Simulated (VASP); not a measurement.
An input for Quantum ESPRESSO's pw.x (written as the equivalent of a VASP run, and not itself run):

```
&CONTROL
  calculation = 'scf'
  pseudo_dir = './pseudo'
  outdir = './out'
  tprnfor = .true.
  tstress = .true.
/
&SYSTEM
  ibrav = 0
  nat = 6
  ntyp = 2
  ecutwfc = 92
  occupations = 'tetrahedra'
  input_dft = 'pbesol'
/
&ELECTRONS
  conv_thr = 7.3e-09
  electron_maxstep = 100
/
ATOMIC_SPECIES
  Cu 63.546 Cu.upf
  O 15.999 O.upf
CELL_PARAMETERS angstrom
     4.2339519    0.0000000    0.0000000
     0.0000000    4.2339519    0.0000000
     0.0000000    0.0000000    4.2339519
ATOMIC_POSITIONS crystal
  Cu   0.7500000  0.2500000  0.7500000
  Cu   0.2500000  0.7500000  0.7500000
  Cu   0.7500000  0.7500000  0.2500000
  Cu   0.2500000  0.2500000  0.2500000
  O    0.0000000  0.0000000  0.0000000
  O    0.5000000  0.5000000  0.5000000
K_POINTS automatic
  6 6 6 0 0 0
```

Q: Translate this input to VASP (INCAR, KPOINTS, POSCAR, choice of POTCAR).

A: Several could match; the one computed here: 
**POSCAR**
```
Cu2O
1
    4.2339519078     0.0000000000     0.0000000000
    0.0000000000     4.2339519078     0.0000000000
    0.0000000000     0.0000000000     4.2339519078
Cu O
4 2
Direct
  0.7500000000   0.2500000000   0.7500000000
  0.2500000000   0.7500000000   0.7500000000
  0.7500000000   0.7500000000   0.2500000000
  0.2500000000   0.2500000000   0.2500000000
  0.0000000000   0.0000000000   0.0000000000
  0.5000000000   0.5000000000   0.5000000000
```

**INCAR**
```
! general
SYSTEM  = Cu2O
PREC    = Accurate
ENCUT   = 520   ! plane-wave cut-off (eV)
LREAL   = F
LASPH   = T   ! aspherical one-centre terms

! electronic loop
EDIFF   = 1E-7   ! SCF stop (eV)
NELM    = 100
ALGO    = Normal
LMAXMIX = 4

! smearing
ISMEAR  = -5

! functional
GGA     = PS   ! PBEsol

! ions
ISIF    = 2   ! forces and stress, cell fixed

! output
LWAVE   = F
LCHARG  = T
LORBIT  = 11   ! lm-projected
NEDOS   = 601   ! DOS grid

! other
LEFG    = T
```

File KPOINTS:
```
Regular mesh
0
G
  6 6 6
```

POTCAR, in this order: Cu O (PBE.64 set). Program: vasp_std.

Limits of the translation: the potentials are each code's own (VASP's PAW set, PseudoDojo norm-conserving files in pw.x), so ENCUT and ecutwfc are chosen apart and not converted; conv_thr bounds pw.x's estimated SCF error, while EDIFF bounds the energy change between steps; the field gradients of LEFG aren't asked of the other code.

The compound is Cu2O in the cuprite structure. It was relaxed first.
